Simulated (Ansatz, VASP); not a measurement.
**SnO2 (Cassiterite) in two plane-wave programs**

Aim: how closely do two programs agree when they are given the same cell, functional and k mesh?

Main program and level: Ansatz 0.2.0; plane waves, with VASP 6.6.1 beside it; band structure at r2SCAN, band structure at BLYP and band structure at B3LYP with an exact-exchange share of 0.2.

### 1. The starting structure

The structure is tetragonal, space group P4_2/mnm (No. 136). Conventional cell: a = 4.738 Å, b = 4.738 Å, c = 3.187 Å, α = 90.00°, β = 90.00°, γ = 90.00°. Nearest to Sn lie 6 O at 2.05 to 2.06 Å. Nearest to O lie 3 Sn at 2.05 to 2.06 Å. Farther neighbours and most contacts between anions are not listed.

Coordinates:

```cif
data_structure
_symmetry_space_group_name_H-M 'P4_2/mnm'
_symmetry_Int_Tables_number 136
_cell_length_a 4.7380
_cell_length_b 4.7380
_cell_length_c 3.1865
_cell_angle_alpha 90.000
_cell_angle_beta 90.000
_cell_angle_gamma 90.000
_cell_volume 71.53
loop_
_atom_site_label
_atom_site_type_symbol
_atom_site_symmetry_multiplicity
_atom_site_Wyckoff_symbol
_atom_site_fract_x
_atom_site_fract_y
_atom_site_fract_z
_atom_site_occupancy
Sn1 Sn 2 a 0.00000 0.00000 0.00000 1
O1 O 4 f 0.30710 0.30710 0.00000 1
```

### 2. VASP: band structure, r2SCAN

The same path points are solved in both programs, so levels can be compared one by one.

Lines of VASP's logs that name or quote its potential files are left out, and so is its time.

INCAR reads:

```
SYSTEM = SnO2
PREC = Accurate
ENCUT = 520
EDIFF = 1E-06
NELM = 100
ISMEAR = 0
SIGMA = 0.02
LREAL = .FALSE.
ALGO = Normal
METAGGA = R2SCAN
LASPH = .TRUE.
NBANDS = 42
LORBIT = 11
LWAVE = .FALSE.
LCHARG = .FALSE.
KPAR = 4
NCORE = 2
```

POSCAR reads:

```
SnO2
1.0
    4.7380000000      0.0000000000      0.0000000000
    0.0000000000      4.7380000000      0.0000000000
    0.0000000000      0.0000000000      3.1865000000
Sn O
2 4
Direct
    0.0000000000      0.0000000000      0.0000000000
    0.5000000000      0.5000000000      0.5000000000
    0.3071000000      0.3071000000      0.0000000000
    0.1929000000      0.8071000000      0.5000000000
    0.6929000000      0.6929000000      0.0000000000
    0.8071000000      0.1929000000      0.5000000000
```

KPOINTS reads:

```
Automatic mesh
0
Gamma
3 3 4
0 0 0
```

KPOINTS_OPT reads:

```
Line mode
16
Line-mode
Reciprocal
  0.00000000   0.00000000   0.00000000 GAMMA
  0.00000000   0.50000000   0.00000000 X

  0.00000000   0.50000000   0.00000000 X
  0.50000000   0.50000000   0.00000000 M

  0.50000000   0.50000000   0.00000000 M
  0.00000000   0.00000000   0.00000000 GAMMA

  0.00000000   0.00000000   0.00000000 GAMMA
  0.00000000   0.00000000   0.50000000 Z

  0.00000000   0.00000000   0.50000000 Z
  0.00000000   0.50000000   0.50000000 R

  0.00000000   0.50000000   0.50000000 R
  0.50000000   0.50000000   0.50000000 A

  0.50000000   0.50000000   0.50000000 A
  0.00000000   0.00000000   0.50000000 Z

  0.00000000   0.50000000   0.00000000 X
  0.00000000   0.50000000   0.50000000 R

  0.50000000   0.50000000   0.00000000 M
  0.50000000   0.50000000   0.50000000 A
```

Potentials, in the order of the species: Sn_d and O (PBE family, release 64).

Run with:

```sh
> mpirun -np 8 vasp_std
```

Numbers of over 12 decimals in the logs are rounded to 6 here.

Log:

```text
[banner, memory and clock lines left out]
running    8 mpi-ranks, on    1 nodes
 distrk:  each k-point on    2 cores,    4 groups
 distr:  one band on    2 cores,    1 groups

 POSCAR found type information on POSCAR SnO
 POSCAR found :  2 types and       6 ions
|                                                                             |
|               ----> ADVICE to this user running VASP <----                  |
|                                                                             |
|     You enforced a specific xc type in the INCAR file but a different       |
|     [... a line on the potential file left out ...]
|     I HOPE YOU KNOW WHAT YOU ARE DOING!                                     |
|                                                                             |

 LDA part: xc-table for (None), standard interpolation
 POSCAR, INCAR and KPOINTS ok, starting setup
 FFT: planning ... GRIDC
 FFT: planning ... GRID_SOFT
 FFT: planning ... GRID
 WAVECAR not read
 entering main loop
       N       E                     dE             d eps       ncg     rms          rms(c)
DAV:   1     0.559579694440E+03    0.55958E+03   -0.24402E+04   900   0.199E+03
DAV:   2     0.809846954121E+00   -0.55877E+03   -0.51315E+03   804   0.567E+02
DAV:   3    -0.983910791018E+02   -0.99201E+02   -0.97157E+02   862   0.182E+02
DAV:   4    -0.103250157939E+03   -0.48591E+01   -0.48437E+01   856   0.445E+01
DAV:   5    -0.103375369271E+03   -0.12521E+00   -0.12518E+00   966   0.728E+00    0.161E+01
DAV:   6    -0.841625803705E+02    0.19213E+02   -0.85403E+00  1114   0.555E+01    0.698E+00
DAV:   7    -0.845247389895E+02   -0.36216E+00   -0.29450E+00   966   0.978E+00    0.397E+00
DAV:   8    -0.846370534967E+02   -0.11231E+00   -0.34095E-01  1024   0.849E+00    0.129E+00
DAV:   9    -0.845929724963E+02    0.44081E-01   -0.12693E-01  1144   0.559E+00    0.243E-01
DAV:  10    -0.845945444049E+02   -0.15719E-02   -0.19203E-02   860   0.792E-01    0.174E-01
DAV:  11    -0.845945747829E+02   -0.30378E-04   -0.26123E-03   920   0.384E-01    0.835E-02
DAV:  12    -0.845945133844E+02    0.61398E-04   -0.18074E-04   876   0.914E-02    0.478E-02
DAV:  13    -0.845944793688E+02    0.34016E-04   -0.10568E-04   888   0.708E-02    0.978E-03
DAV:  14    -0.845944779648E+02    0.14040E-05   -0.80104E-06   950   0.324E-02    0.926E-04
DAV:  15    -0.845944783591E+02   -0.39434E-06   -0.99008E-07   540   0.614E-03
   1 F= -.84594478E+02 E0= -.84594478E+02  d E =-.172265E-45
 Start KPOINTS_OPT (optional k-point list driver)
k-point batch [1-9\144]
       N       E                     dE             ncg
DAV:   1     0.300540155363E+04    0.18742E+04      928
DAV:   2    -0.199926700562E+04   -0.50047E+04      772
DAV:   3    -0.284389382419E+04   -0.84463E+03      868
DAV:   4    -0.288297746148E+04   -0.39084E+02      904
DAV:   5    -0.288392818759E+04   -0.95073E+00     1040
DAV:   6    -0.288395549331E+04   -0.27306E-01      934
DAV:   7    -0.288395736089E+04   -0.18676E-02     1160
DAV:   8    -0.288395736910E+04   -0.82089E-05      896
DAV:   9    -0.288395736922E+04   -0.11895E-06      598
[...]
k-point batch [136-144\144]
       N       E                     dE             ncg
DAV:   1     0.325164829643E+04   -0.13735E+05      870
DAV:   2    -0.196645646407E+04   -0.52181E+04      772
DAV:   3    -0.292090989560E+04   -0.95445E+03      852
DAV:   4    -0.297121377987E+04   -0.50304E+02      864
DAV:   5    -0.297240377876E+04   -0.11900E+01      970
DAV:   6    -0.297244532949E+04   -0.41551E-01      894
DAV:   7    -0.297244824189E+04   -0.29124E-02     1106
DAV:   8    -0.297244825427E+04   -0.12381E-04      864
DAV:   9    -0.297244825443E+04   -0.15900E-06      576
```

From OUTCAR (step 2):

```text
ion  position               nearest neighbor table
   1  0.000  0.000  0.000-   4 2.05   6 2.05   4 2.05   6 2.05   5 2.06   3 2.06   2 3.71   2 3.71
                             2 3.71   2 3.71   2 3.71   2 3.71   2 3.71   2 3.71
   2  0.500  0.500  0.500-   3 2.05   5 2.05   3 2.05   5 2.05   4 2.06   6 2.06   1 3.71   1 3.71
                             1 3.71   1 3.71   1 3.71   1 3.71   1 3.71   1 3.71
   3  0.307  0.307  0.000-   2 2.05   2 2.05   1 2.06
   4  0.193  0.807  0.500-   1 2.05   1 2.05   2 2.06
   5  0.693  0.693  0.000-   2 2.05   2 2.05   1 2.06
   6  0.807  0.193  0.500-   1 2.05   1 2.05   2 2.06

  LATTYP: Found a simple tetragonal cell.
 ALAT       =     4.7380000000
 C/A-ratio  =     0.6725411566

 Subroutine GETGRP returns: Found 16 space group operations
 (whereof  8 operations were pure point group operations)

The static configuration has the point symmetry D_2h.
 The point group associated with its full space group is D_4h.

 Found      9 irreducible k-points:

   k-points           NKPTS =      9   k-points in BZ     NKDIM =      9   number of bands    NBANDS=     42

   dimension x,y,z NGX =    36 NGY =   36 NGZ =   24
   dimension x,y,z NGXF=    72 NGYF=   72 NGZF=   48

   ENCUT  =  520.0 eV  38.22 Ry    6.18 a.u.   8.81  8.81  5.92*2*pi/ulx,y,z

   NELECT =      52.0000    total number of electrons

 k-points in reciprocal lattice and weights: Automatic mesh
   0.00000000  0.00000000  0.00000000       0.028
   0.33333333  0.00000000  0.00000000       0.111
   0.33333333  0.33333333  0.00000000       0.111
   0.00000000  0.00000000  0.25000000       0.056
   0.33333333  0.00000000  0.25000000       0.222
   0.33333333  0.33333333  0.25000000       0.222
   0.00000000  0.00000000  0.50000000       0.028
   0.33333333  0.00000000  0.50000000       0.111
   0.33333333  0.33333333  0.50000000       0.111

 average (electrostatic) potential at core
       1-104.9091       2-104.9091       3 -71.5261       4 -71.5261       5 -71.5261
       6 -71.5261

 E-fermi :   5.9128

 k-point     1 :       0.0000    0.0000    0.0000
  band No.  band energies     occupation
    ...
     22       4.5140      2.00000
     23       4.5140      2.00000
     24       4.9318      2.00000
     25       4.9318      2.00000
     26       5.7156      2.00000
     27       7.6997      0.00000
     28      12.6198      0.00000
     29      12.8641      0.00000
     30      12.8641      0.00000
     31      16.9338      0.00000
    ...

 k-point     2 :       0.3333    0.0000    0.0000
  band No.  band energies     occupation
    ...
     22       4.0880      2.00000
     23       4.5388      2.00000
     24       4.5604      2.00000
     25       4.9994      2.00000
     26       5.2756      2.00000
     27       9.6057      0.00000
     28      11.8525      0.00000
     29      13.2951      0.00000
     30      13.4693      0.00000
     31      17.6701      0.00000
    ...

 k-point     3 :       0.3333    0.3333    0.0000
  band No.  band energies     occupation
    ...
     22       3.9984      2.00000
     23       4.4536      2.00000
     24       4.5169      2.00000
     25       4.8321      2.00000
     26       5.0087      2.00000
     27      10.5408      0.00000
     28      11.6041      0.00000
     29      13.7593      0.00000
     30      13.8446      0.00000
     31      17.3812      0.00000
    ...

  Total        1.6876525      1.6876525      2.5534113      0.0000000      0.0000000      0.0000000
  in kB       37.7998070     37.7998070     57.1909512      0.0000000      0.0000000      0.0000000
  external PRESSURE =      44.2635218 kB  Pullay stress =       0.0000000 kB

  energy-cutoff  :      520.00
  volume of cell :       71.53
      direct lattice vectors                 reciprocal lattice vectors
     4.738000000  0.000000000  0.000000000     0.211059519  0.000000000  0.000000000
     0.000000000  4.738000000  0.000000000     0.000000000  0.211059519  0.000000000
     0.000000000  0.000000000  3.186500000     0.000000000  0.000000000  0.313823945

 POSITION                                       TOTAL-FORCE (eV/Angst)
 -----------------------------------------------------------------------------------
      0.00000      0.00000      0.00000         0.000000     -0.000000      0.000000
      2.36900      2.36900      1.59325         0.000000     -0.000000      0.000000
      1.45504      1.45504      0.00000        -0.197095     -0.197095      0.000000
      0.91396      3.82404      1.59325         0.197095     -0.197095      0.000000
      3.28296      3.28296      0.00000         0.197095      0.197095     -0.000000
      3.82404      0.91396      1.59325        -0.197095      0.197095     -0.000000
 -----------------------------------------------------------------------------------
    total drift:                               -0.000000      0.000000      0.000000

  FREE ENERGIE OF THE ION-ELECTRON SYSTEM (eV)
  ---------------------------------------------------
  free  energy   TOTEN  =       -84.5944783591 eV

  energy  without entropy=      -84.5944783591  energy(sigma->0) =      -84.59447836

 total charge
# of ion       s       p       d       tot
------------------------------------------
    1        0.833   1.126  10.397  12.356
    2        0.833   1.126  10.397  12.356
    3        1.562   3.551   0.000   5.113
    4        1.562   3.551   0.000   5.113
    5        1.562   3.551   0.000   5.113
    6        1.562   3.551   0.000   5.113
--------------------------------------------------
tot          7.915  16.455  20.795  45.165

[... 3 further parts left out ...]
```

At this level the cell is under a pressure of 4.4 GPa, so at these settings it is away from equilibrium.

### 3. Ansatz: band structure, r2SCAN

Ansatz runs on its default PAW (the set named soft_2) files.

The same cell, functional, mesh and smearing now go to Ansatz, which takes its cutoff from its data sets.

input.yaml reads:

```yaml
crystal:
  lattice:
    - [4.738, 0.0, 0.0]
    - [0.0, 4.738, 0.0]
    - [0.0, 0.0, 3.1865]
  atoms:
    - { symbol: Sn, position: [0.0, 0.0, 0.0] }
    - { symbol: Sn, position: [0.5, 0.5, 0.5] }
    - { symbol: O, position: [0.3071, 0.3071, 0.0] }
    - { symbol: O, position: [0.1929, 0.8071, 0.5] }
    - { symbol: O, position: [0.6929, 0.6929, 0.0] }
    - { symbol: O, position: [0.8071, 0.1929, 0.5] }
hamiltonian:
  xc: r2scan
  pseudopotentials: { kind: paw }
kpoints:
  mp_grid: { grid: [3, 3, 4] }
  band_path:
    path:
      - [0.0, 0.0, 0.0]
      - [0.0, 0.13333, 0.0]
      - [0.0, 0.3, 0.0]
      - [0.0, 0.46667, 0.0]
      - [0.1, 0.5, 0.0]
      - [0.26667, 0.5, 0.0]
      - [0.43333, 0.5, 0.0]
      - [0.43333, 0.43333, 0.0]
      - [0.26667, 0.26667, 0.0]
      - [0.1, 0.1, 0.0]
      - [0.0, 0.0, 0.03333]
      - [0.0, 0.0, 0.2]
      - [0.0, 0.0, 0.36667]
      - [0.0, 0.0, 0.5]
      - [0.0, 0.16667, 0.5]
      - [0.0, 0.3, 0.5]
      - [0.0, 0.46667, 0.5]
      - [0.1, 0.5, 0.5]
      - [0.26667, 0.5, 0.5]
      - [0.43333, 0.5, 0.5]
      - [0.43333, 0.43333, 0.5]
      - [0.26667, 0.26667, 0.5]
      - [0.1, 0.1, 0.5]
      - [0.0, 0.5, 0.03333]
      - [0.0, 0.5, 0.2]
      - [0.0, 0.5, 0.36667]
      - [0.5, 0.5, 0.0]
      - [0.5, 0.5, 0.16667]
      - [0.5, 0.5, 0.33333]
      - [0.5, 0.5, 0.5]
    npoints: 1
scf:
  occupations: { method: gaussian, width: 0.02 }
  n_extra_bands: 9
output:
  forces: true
  stress: true
  eigenvalues: true
```

Run with:

```sh
> ansatz run input.yaml --threads 4 --pin off --max-ram 9216MiB --backend cpu --events-out ev --progress --plain --runs-dir out
```

Log:

```text
scf.n_extra_bands = 9 over 26 filled bands (N_el = 52.0): the run solves 35 bands
Engine: ansatz 0.2.0, aarch64-unknown-linux-gnu
Pseudopotentials: kind: paw
Pseudopotential: Sn, paw, valence charge 14, recommended cutoff 500 eV (meta_gga), Sn.paw.azcp
Pseudopotential: O, paw, valence charge 6, recommended cutoff 500 eV (meta_gga), O.paw.azcp
Functional definition: r2SCAN
  parameter k0 = 0.174
  parameter k1 = 0.065
  parameter a1 = 4.9479
  exchange = r2scan_x(k0 = k0, k1 = k1, a1 = a1)
  correlation = r2scan_c
Crystal: 6 atoms, lattice volume = 71.533 Å³
Basis set: ecut = 500 eV, 1835 PW (Γ), exchange–correlation on 144×144×96 points (64 copies of the dense FFT grid, shifted against one another)
Bands: 35, of which v1, the nominal top of the filled ones, is band 26 counted from 1 (25 counted from 0)
Symmetry: 16 space group operations
Space group: P42/mnm (ITA 136), of the structure as read, at distance tolerance 4.2e-5 Å
k-points: 9 of 36
Non-local potential: Sn, projectors of the file, l = 0: 2, l = 1: 2, l = 2: 2, l = 3: 2
Non-local potential: O, projectors of the file, l = 0: 2, l = 1: 2, l = 2: 1
PAW form: soft (Blöchl's): semilocal exchange-correlation on the pseudo side does not see the compensation charge
PAW frozen core: Sn, regenerated for the run's functional (the file was generated under x = pbe(κ = 0.804, μ = 0.219515), c = pbe(β = 0.066725))
PAW frozen core: O, regenerated for the run's functional (the file was generated under x = pbe(κ = 0.804, μ = 0.219515), c = pbe(β = 0.066725))
PAW one-centre angular grid: Sn, 590 points (default); XC on 249 of its mesh's 2787 points in the sphere
PAW one-centre angular grid: O, 302 points (default); XC on 160 Gauss nodes
Initial density: superposition of atomic densities (neutral atoms: chi_scale 0, normalization atom), corrected by the library's trained network
Initial wavefunctions: pseudopotential atomic-orbital guess
Functional: x = r2scan, c = r2scan; τ floored in thin density (d = 2e-4 eV/Å³)
SCF iter   1: F=—  HF=-14352.294999 eV  |F-HF|=—  |Δ(HF+E_count)|=         —  Δρ=1.05e-2  dr2=5.76e-2  dr2_τ=2.83e-1  ethr=1.77e-3  ⟨swp⟩=6.0  Hψ=1386  notcnv=0
preconditioner: auto → Resta (q_TF=auto, 2.587 Å⁻¹)  ε∞=3.0  [insulator: Δε(μ)=2.004 eV  Ē_g=22.370 eV  σ=0.020 eV  W_gap=1.00  n_scr=18 (ndim 8)  ℏωp=31.7 eV  f_vac=0.026  D(μ)=0.00/eV (n_scr^D=0)  ε∞_Penn≈3.0]
SCF iter   2: F=—  HF=-14352.403097 eV  |F-HF|=—  |Δ(HF+E_count)|=   1.08e-1  Δρ=6.19e-3  dr2=1.46e-2  dr2_τ=1.06e-3  ethr=1.11e-4  ⟨swp⟩=2.6  Hψ=583  notcnv=0  defer=37
SCF iter   3: F=—  HF=-14352.402346 eV  |F-HF|=—  |Δ(HF+E_count)|=   7.51e-4  Δρ=8.96e-4  dr2=5.19e-4  dr2_τ=1.05e-4  ethr=2.80e-5  ⟨swp⟩=2.0  Hψ=322  notcnv=0  defer=37
SCF iter   4: F=—  HF=-14352.402407 eV  |F-HF|=—  |Δ(HF+E_count)|=   6.13e-5  Δρ=2.75e-4  dr2=3.72e-5  dr2_τ=4.08e-6  ethr=9.97e-7  ⟨swp⟩=2.3  Hψ=415  notcnv=0  defer=37
SCF iter   5: F=—  HF=-14352.402415 eV  |F-HF|=—  |Δ(HF+E_count)|=   8.51e-6  Δρ=9.83e-5  dr2=8.16e-6  dr2_τ=4.53e-7  ethr=7.16e-8  ⟨swp⟩=2.1  Hψ=430  notcnv=0  defer=37
SCF iter   6: F=—  HF=-14352.402414 eV  |F-HF|=—  |Δ(HF+E_count)|=   1.59e-6  Δρ=4.27e-5  dr2=1.39e-6  dr2_τ=4.26e-8  ethr=1.57e-8  ⟨swp⟩=2.4  Hψ=501  notcnv=0  defer=37
SCF iter   7: F=-14352.402414 eV  HF=-14352.402414 eV  |F-HF|=1.36e-9  |Δ(HF+E_count)|=   3.36e-7  Δρ=4.27e-6  dr2=1.17e-8  dr2_τ=9.27e-10  ethr=1.92e-10  ⟨swp⟩=8.9  Hψ=1739  notcnv=0
SCF 1 converged in 7 iterations: F = -14352.402414 eV  dr2 = 1.17e-8
  greatest PAW one-centre occupation: 0.996 electrons in one spin orbital (limit 2), on the Sn atom at site 1 (counted from 0), in its partial waves of l = 2
NSCF: frozen V_eff on 30 k-points
SCF converged after 7 iterations
Free energy (F): -14352.402414 eV
Harris-Foulkes:  -14352.402414 eV  (|F-HF|=1.36e-9)
Internal energy: -14352.402414 eV  (E = F + TS)
E sigma→0 (E₀):  -14352.402414 eV
Fermi energy:    10.061359 eV
--- Per-component energies (eV) ---
  E_band       = -154.304972
  E_kinetic    = 1087.925328
  E_local      = -2863.160561  (includes V_loc(G=0)·N_el)
  E_nonlocal   = 131.860572
  E_hartree    = 1495.732021
  E_xc         = -1036.341734
  E_vxc        = -623.376058  (∫ρ·V_xc dr)
  E_paw        = -8986.913148  (= ΣΔE_a)
  E_vpaw       = -918.308151  (= ΣTr[D̂ρ^β])
  E_aug_tail   = 0.004012  (compensation charges beyond the density's cutoff)
  E_vtau       = 39.282324  (kinetic-family band-sum trace: ∫τ·v_τ [+ j·A + Jᵃ·Aᵃ] dr)
  E_ewald      = -4182.851779
  E_core_change = 1.342876  (= ΣΔE_core)
  E_smearing   = -0.000000  (= −TS)
  E_closure    = -0.000000  (closes the sum)
  Σ components = -14352.402414   (vs F -14352.402414, Δ=0.00e0)
--- Forces (eV/Å), atoms counted from 1 ---
  atom   1  Sn     0.00000000    -0.00000000     0.00000000
  atom   2  Sn    -0.00000000     0.00000000    -0.00000000
  atom   3  O     -0.17267224    -0.17267224     0.00000000
  atom   4  O      0.17267224    -0.17267224     0.00000000
  atom   5  O      0.17267224     0.17267224    -0.00000000
  atom   6  O     -0.17267224     0.17267224    -0.00000000
  max |Σ_I F_I| component: 5.55e-17 eV/Å
--- Stress (GPa, compression-positive) ---
        2.838154       0.000000       0.000000
        0.000000       2.838154       0.000000
        0.000000       0.000000       4.156850
  P = ⅓ Tr σ = 3.2777 GPa (32.777 kbar)
--- Band table (eV; the first three rows and the last of 9) ---
  k-point 0: bands = [... 22 lower, 7.8964, 8.3097, 8.3097, 9.0832, 11.0395, 15.9934, 16.2290, 16.2290, ... 5 higher]
  k-point 1: bands = [... 22 lower, 6.6229, 8.2432, 8.2432, 8.5706, 13.6276, 16.8630, 18.3808, 18.3808, ... 5 higher]
  k-point 2: bands = [... 22 lower, 7.3933, 7.3933, 7.7977, 7.7977, 16.1481, 16.1481, 19.7339, 19.7339, ... 5 higher]
  k-point 8: bands = [... 22 lower, 7.9588, 8.0081, 8.0908, 8.1188, 15.2375, 15.4922, 18.3013, 19.3144, ... 5 higher]
```

Wall time 2.4 s (4 threads of Arm Neoverse V2, shared host); peak memory 0.45 GiB; 8.1 s of CPU time.

The column dr2 measures how far the density is from self-consistency, as an energy; F and HF (Harris–Foulkes) agree once it is small.

(Part 1 of 3 ends here.)

[Lines on the potential files, build, host, timing and source positions are cut from VASP's logs without a mark.]

[Logs are printed without paths, hosts, clocks, repeated set-up lines and the standing remarks that a program may print on its own settings, such as how far it seeks lower states.]

[Hosts, paths, dates, database ids (printed as entryN), source tags and the programs' standing remarks are cut or masked in the printed files.]
